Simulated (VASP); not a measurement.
A VASP calculation is set up with these files.

### POSCAR
```
MgI2
1
    4.1948410000     0.0000000000     0.0000000000
   -2.0974200000     3.6328380000     0.0000000000
    0.0000000000     0.0000000000     7.1043090000
Mg I
1 2
Direct
  0.0000000000   0.0000000000   0.0000000000
  0.3333330000   0.6666670000   0.2340800000
  0.6666670000   0.3333330000   0.7659200000
```

### INCAR
```
LREAL  =  .FALSE.   ! projection in real space or not
SYSTEM  =  MgI2
ENCUT  =  300   ! plane-wave cut-off (eV)
PRECFOCK  =  Fast
PREC  =  Accurate
HFRCUT  =  -1
ALGO  =  Normal   ! blocked Davidson
LMAXMIX  =  4   ! l cut-off of mixed one-centre charges
SIGMA  =  0.01
LCHARG  =  .FALSE.
LHFCALC  =  .TRUE.
LASPH  =  .TRUE.
NELM  =  100
EDIFF  =  1E-6   ! SCF stop (eV)
LWAVE  =  .FALSE.
GGA  =  PE   ! PBE
AEXX  =  0.25
ISMEAR  =  0   ! Gaussian
ISIF  =  2   ! forces and stress, cell fixed
ISYM  =  3
```

File KPOINTS:
```
Automatic mesh
0
Gamma
5 5 3
0 0 0
```

POTCAR, in this order: Mg I (PBE.64 set). Program: vasp_std.

Question: Translate this PBE0 calculation to Ansatz.

Answer: One equivalent input (not run):
Ansatz 0.2 input:
```yaml
crystal:
  lattice:
    - [4.1948410, 0.0000000, 0.0000000]
    - [-2.0974200, 3.6328380, 0.0000000]
    - [0.0000000, 0.0000000, 7.1043090]
  atoms:
    - { symbol: Mg, position: [0.0000000, 0.0000000, 0.0000000] }
    - { symbol: I, position: [0.3333330, 0.6666670, 0.2340800] }
    - { symbol: I, position: [0.6666670, 0.3333330, 0.7659200] }
kpoints:
  mp_grid: { grid: [5, 5, 3] }
hamiltonian:
  xc: pbe0
  pseudopotentials: { kind: paw }
scf:
  occupations: { method: gaussian, width: 0.01 }
  max_iter: 100
output: { forces: true, stress: true, eigenvalues: true }
```
What does not carry over: each code has its own PAW files, so the cut-off isn't converted (ENCUT is set for VASP's; basis.ecutwfc is left out, and Ansatz then takes the one that its files recommend); Ansatz stops its SCF on the density residual and VASP on the energy change (EDIFF).

The structure comes from a computed database's MgI2 entry; how it stands against other phases isn't given here. The cell was not relaxed at this level.
